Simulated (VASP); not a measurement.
Level of theory: LDA (Ceperley-Alder, Perdew-Zunger), VASP's LDA PAW potentials (set 64) (plane waves; VASP).

VASP input:

**KPOINTS**
```
Automatic
0
gamma
 13 13 11
0 0 0
```

### POSCAR
```
TiB2
3.1632560
  0.4735521421  -0.8202163782   0.0000000000
  0.4735521421   0.8202163782   0.0000000000
  0.0000000000   0.0000000000   1.0000001146
Ti B
1 2
Direct
  1.0000000000   0.0000000000   0.0000000000
  0.3333330000   0.6666670000   0.5000000000
  0.6666670000   0.3333330000   0.5000000000
```

### INCAR
```
SYSTEM=TiB2
PREC=Accurate; ENCUT=520; LREAL=F
LASPH=T
EDIFF=1E-7; NELM=100; ALGO=Normal
LMAXMIX=4
ISMEAR=-5
ISIF=2
LWAVE=F; LCHARG=T; LORBIT=11
NEDOS=601
LEFG=T
```

POTCAR, in this order: Ti_sv B (LDA.64 set). Program: vasp_std.

Task: Estimate the energy per atom (σ→0), band gap (on the k-mesh).

Result: 
The energy per atom (σ→0) is -8.973 eV/atom and the band gap (on the k-mesh) is none (metal, semimetal or under 0.01 eV).

### OSZICAR
```
...
DAV:  10    -0.269198809863E+02    0.82454E-03   -0.55195E-03  4156   0.106E+00    0.733E-02
DAV:  11    -0.269198562707E+02    0.24716E-04   -0.23816E-04  4646   0.187E-01    0.595E-02
DAV:  12    -0.269198552336E+02    0.10371E-05   -0.12629E-04  4171   0.152E-01    0.113E-02
DAV:  13    -0.269198481439E+02    0.70897E-05   -0.13550E-05  4069   0.505E-02    0.347E-03
DAV:  14    -0.269198495319E+02   -0.13880E-05   -0.49927E-07  3964   0.881E-03    0.777E-04
DAV:  15    -0.269198498713E+02   -0.33936E-06   -0.54102E-08  1886   0.269E-03    0.264E-04
DAV:  16    -0.269198498585E+02    0.12768E-07   -0.15753E-08  1748   0.122E-03
   1 F= -.26919850E+02 E0= -.26919850E+02  d E =0.000000E+00
```

The compound is TiB2 in the AlB2 type structure. It was relaxed first.
